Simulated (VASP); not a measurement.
Calculation: PBE GGA, VASP's PBE PAW potentials (set 64) (plane waves; VASP).

VASP ran on this input.

### KPOINTS
```
Automatic mesh
0
Gamma
11 11 11
0 0 0
```

File POSCAR:
```
CoGa
1
    2.8800000000     0.0000000000     0.0000000000
    0.0000000000     2.8800000000     0.0000000000
    0.0000000000     0.0000000000     2.8800000000
Ga Co
1 1
Direct
  0.5000000000   0.5000000000   0.5000000000
  0.0000000000   0.0000000000   0.0000000000
```

INCAR:
```
ALGO  =  All
EDIFF  =  1E-6
ENCUT  =  400
GGA  =  PE
ISIF  =  2
ISMEAR  =  1
LASPH  =  .TRUE.
LCHARG  =  .FALSE.
LMAXMIX  =  4
LREAL  =  .FALSE.
LWAVE  =  .FALSE.
NELM  =  100
PREC  =  Accurate
SIGMA  =  0.1
SYSTEM  =  CoGa
```

POTCAR, in this order: Ga_d Co (PBE.64 set). Program: vasp_std.

The run wrote:

OSZICAR:
```
       N       E                     dE             d eps       ncg     rms           ort
DAV:   1     0.884088618224E+02    0.88409E+02   -0.94111E+03   840   0.238E+03
DAV:   2    -0.711185171947E+01   -0.95521E+02   -0.93606E+02   840   0.323E+02
DAV:   3    -0.113955653714E+02   -0.42837E+01   -0.42698E+01   840   0.752E+01
DAV:   4    -0.114562171694E+02   -0.60652E-01   -0.60643E-01   840   0.831E+00
DAV:   5    -0.114574414803E+02   -0.12243E-02   -0.12243E-02   840   0.100E+00
SDA:   6    -0.542325140358E+01    0.60342E+01   -0.12243E-02   840   0.561E+02   0.000E+00
CGA:   7    -0.101497696803E+02   -0.47265E+01   -0.47245E+01   840   0.873E+00  -0.123E+01
CGA:   8    -0.104029870735E+02   -0.25322E+00   -0.25323E+00   840   0.333E+00  -0.170E-02
CGA:   9    -0.104643369107E+02   -0.61350E-01   -0.61328E-01   840   0.328E-01  -0.480E-03
CGA:  10    -0.104715199599E+02   -0.71830E-02   -0.71825E-02   840   0.162E-01   0.223E-04
CGA:  11    -0.104752217301E+02   -0.37018E-02   -0.37022E-02   840   0.478E-02  -0.490E-05
CGA:  12    -0.104761729560E+02   -0.95123E-03   -0.95121E-03   840   0.692E-03  -0.579E-05
CGA:  13    -0.104764142046E+02   -0.24125E-03   -0.24157E-03   840   0.335E-03  -0.222E-05
CGA:  14    -0.104764748782E+02   -0.60674E-04   -0.60625E-04   840   0.885E-04  -0.137E-05
CGA:  15    -0.104764992846E+02   -0.24406E-04   -0.24441E-04   840   0.330E-04  -0.520E-06
CGA:  16    -0.104765084799E+02   -0.91953E-05   -0.92556E-05   840   0.982E-05  -0.965E-06
CGA:  17    -0.104765111100E+02   -0.26301E-05   -0.26451E-05   840   0.833E-05  -0.285E-06
CGA:  18    -0.104765136705E+02   -0.25605E-05   -0.25959E-05   840   0.375E-05  -0.395E-06
CGA:  19    -0.104765149109E+02   -0.12404E-05   -0.12321E-05   840   0.192E-05   0.593E-07
CGA:  20    -0.104765154765E+02   -0.56562E-06   -0.57145E-06   840   0.122E-05  -0.129E-06
   1 F= -.10476515E+02 E0= -.10476822E+02  d E =0.919438E-03
```

**OUTCAR**
```
------------------------ aborting loop because EDIFF is reached ----------------------------------------
  FORCE on cell =-STRESS in cart. coord.  units (eV):
  Direction    XX          YY          ZZ          XY          YZ          ZX
  --------------------------------------------------------------------------------------
  Total       -0.0268467     -0.0268467     -0.0268467     -0.0000000      0.0000000     -0.0000000
  in kB       -1.8006314     -1.8006314     -1.8006314     -0.0000000      0.0000000     -0.0000000
  external PRESSURE =      -1.8006314 kB  Pullay stress =       0.0000000 kB
  volume of cell :       23.89
      direct lattice vectors                 reciprocal lattice vectors
     2.880000000  0.000000000  0.000000000     0.347222222  0.000000000  0.000000000
     0.000000000  2.880000000  0.000000000     0.000000000  0.347222222  0.000000000
     0.000000000  0.000000000  2.880000000     0.000000000  0.000000000  0.347222222
 POSITION                                       TOTAL-FORCE (eV/Angst)
 -----------------------------------------------------------------------------------
      1.44000      1.44000      1.44000         0.000000      0.000000      0.000000
      0.00000      0.00000      0.00000         0.000000      0.000000      0.000000
 -----------------------------------------------------------------------------------
    total drift:                               -0.000000      0.000000      0.000000
  FREE ENERGIE OF THE ION-ELECTRON SYSTEM (eV)
  ---------------------------------------------------
  free  energy   TOTEN  =       -10.4765154765 eV

  energy  without entropy=      -10.4774349142  energy(sigma->0) =      -10.47682196
```
(Selected blocks of OUTCAR.)

The compound is CoGa in the CsCl type structure. The cell was not relaxed at this level. The run is one of a series of settings (ALGO = All against the base run), some of them coarse on purpose. The run is not spin-polarised, so no magnetic state was tried.
